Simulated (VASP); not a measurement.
These are PBEsol GGA with spin-orbit coupling, VASP's PBE PAW potentials (set 64) (plane waves; VASP 6.6.1) values and carry that method's errors.

VASP ran on this input.

**POSCAR**
```
CuAu
1
    2.8262786633    -0.0000000000     0.0000000000
   -0.0000000000     2.8262786633     0.0000000000
   -0.0000000000    -0.0000000000     3.5522879966
Cu Au
1 1
Direct
  0.0000000000   0.0000000000   1.0000000000
  0.5000000000   0.5000000000   0.5000000000
```

File KPOINTS_OPT:
```
k-points along high-symmetry lines
5
Line-mode
Reciprocal
  0.000000   0.000000   0.000000 ! GAMMA
  0.000000   0.500000   0.000000 ! X

  0.000000   0.500000   0.000000 ! X
  0.500000   0.500000   0.000000 ! M

  0.500000   0.500000   0.000000 ! M
  0.000000   0.000000   0.000000 ! GAMMA

  0.000000   0.000000   0.000000 ! GAMMA
  0.000000   0.000000   0.500000 ! Z

  0.000000   0.000000   0.500000 ! Z
  0.000000   0.500000   0.500000 ! R

  0.000000   0.500000   0.500000 ! R
  0.500000   0.500000   0.500000 ! A

  0.500000   0.500000   0.500000 ! A
  0.000000   0.000000   0.500000 ! Z

  0.000000   0.500000   0.000000 ! X
  0.000000   0.500000   0.500000 ! R

  0.500000   0.500000   0.000000 ! M
  0.500000   0.500000   0.500000 ! A
```

File KPOINTS:
```
Automatic mesh
0
G
  12 12 9
```

### INCAR
```
ALGO = Normal
EDIFF = 1E-6
ENCUT = 400
GGA = PS
GGA_COMPAT = .FALSE.
ISMEAR = 0
LASPH = .TRUE.
LCHARG = .FALSE.
LMAXMIX = 6
LREAL = .FALSE.
LSORBIT = .TRUE.
LWAVE = .FALSE.
MAGMOM = 6*0
NELM = 100
PREC = Accurate
SIGMA = 0.05
SYSTEM = CuAu
```

POTCAR, in this order: Cu Au (PBE.64 set). Program: vasp_ncl.

Task: What does the run give for the energy per atom (σ→0), band gap (over mesh and band path)?

Result: 
```
Property                                                               Value
----------------------------------  ----------------------------------------
energy per atom (σ→0)                                         -4.333 eV/atom
band gap (over mesh and band path)  none (metal, semimetal or under 0.01 eV)
```

**OSZICAR**
```
...
DAV:  10    -0.866699427274E+01    0.40758E-02   -0.17337E-02 13108   0.379E+00    0.118E-01
DAV:  11    -0.866704415626E+01   -0.49884E-04   -0.15538E-03 12960   0.543E-01    0.115E-01
DAV:  12    -0.866704331176E+01    0.84451E-06   -0.32061E-04 13128   0.594E-01    0.798E-02
DAV:  13    -0.866702391177E+01    0.19400E-04   -0.33037E-05 13040   0.240E-01    0.255E-02
DAV:  14    -0.866702188752E+01    0.20242E-05   -0.61710E-06 11822   0.845E-02    0.262E-03
DAV:  15    -0.866702201058E+01   -0.12306E-06   -0.11068E-06  5658   0.191E-02
   1 F= -.86670220E+01 E0= -.86663123E+01  d E =-.141947E-02  mag=     0.0000     0.0000     0.0000
       N       E                     dE             ncg
```

The compound is CuAu in the L1_0 structure. It was relaxed first.
